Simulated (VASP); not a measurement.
VASP ran on this input.

POSCAR:
```
TiN
1
    0.0000000000     2.1200000000     2.1200000000
    2.1200000000     0.0000000000     2.1200000000
    2.1200000000     2.1200000000     0.0000000000
Ti N
1 1
Direct
  0.0000000000   0.0000000000   0.0000000000
  0.5000000000   0.5000000000   0.5000000000
```

INCAR:
```
SYSTEM = TiN
PREC = Accurate
ENCUT = 520
EDIFF = 1E-6
NELM = 100
ALGO = Normal
LREAL = .FALSE.
LASPH = .TRUE.
ISMEAR = 1
SIGMA = 0.1
GGA = PE
IVDW = 12
LMAXMIX = 4
LWAVE = .FALSE.
LCHARG = .FALSE.
IBRION = 2
ISIF = 3
NSW = 60
EDIFFG = -0.01
```

File KPOINTS:
```
Automatic mesh
0
Gamma
13 13 13
0 0 0
```

POTCAR, in this order: Ti_sv N (PBE.64 set). Program: vasp_std.

Translate this PBE-D3(BJ) calculation to Quantum ESPRESSO's pw.x.

One equivalent input (not run):
```
&CONTROL
  calculation = 'vc-relax'
  pseudo_dir = './pseudo'
  outdir = './out'
  tprnfor = .true.
  tstress = .true.
  nstep = 60
  forc_conv_thr = 0.00039
/
&SYSTEM
  ibrav = 0
  nat = 2
  ntyp = 2
  ecutwfc = 84
  occupations = 'smearing'
  smearing = 'methfessel-paxton'
  degauss = 0.00735
  input_dft = 'pbe'
  vdw_corr = 'grimme-d3'
  dftd3_version = 4
  dftd3_threebody = .false.
/
&ELECTRONS
  conv_thr = 7.3e-08
  electron_maxstep = 100
/
&IONS
/
&CELL
/
ATOMIC_SPECIES
  Ti 47.867 Ti.upf
  N 14.007 N.upf
CELL_PARAMETERS angstrom
     0.0000000    2.1200000    2.1200000
     2.1200000    0.0000000    2.1200000
     2.1200000    2.1200000    0.0000000
ATOMIC_POSITIONS crystal
  Ti   0.0000000  0.0000000  0.0000000
  N    0.5000000  0.5000000  0.5000000
K_POINTS automatic
  13 13 13 0 0 0
```
Limits of the translation: the potentials are each code's own (VASP's PAW set, PseudoDojo norm-conserving files in pw.x), so ENCUT and ecutwfc are chosen apart and not converted; conv_thr bounds pw.x's estimated SCF error, while EDIFF bounds the energy change between steps; forc_conv_thr acts on force components and is met together with etot_conv_thr.

The compound is TiN in the rock salt structure. This run relaxes it. Symmetry was kept, so distortions that lower it aren't found.
